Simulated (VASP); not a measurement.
Given:

```
CELL_PARAMETERS angstrom
      1.44519    -2.50314     0.00000
      1.44519     2.50314     0.00000
      0.00000     0.00000    10.46345
ATOMIC_POSITIONS crystal
  Mo 0.33333 0.66667 0.25000
  Mo 0.66667 0.33333 0.75000
  S  0.33333 0.66667 0.90104
  S  0.66667 0.33333 0.40104
  S  0.66667 0.33333 0.09896
  S  0.33333 0.66667 0.59896
```

The numbers are results of LDA (Ceperley-Alder, Perdew-Zunger), VASP's LDA PAW potentials (set 64) (plane waves; VASP 6.6.1), not measurements. Settings: 500 eV cut-off, 12×12×3 Γ-centred mesh, first-order Methfessel-Paxton smearing of 0.10 eV, potentials Mo_sv S.

### Question
What does the run give for the energy per atom (σ→0), pressure, band gap (on the k-mesh) with the smallest direct gap where there is one?

### Answer

The band gap (on the k-mesh) is none (metal, semimetal or under 0.01 eV), the energy per atom (σ→0) is -744.6 kJ/mol-atom and the pressure is 44.92 GPa.

Only differences to runs with the same potentials and settings are physical.

The compound is MoS2 in the 2H layered structure. It was relaxed first under an external pressure of 45 GPa.
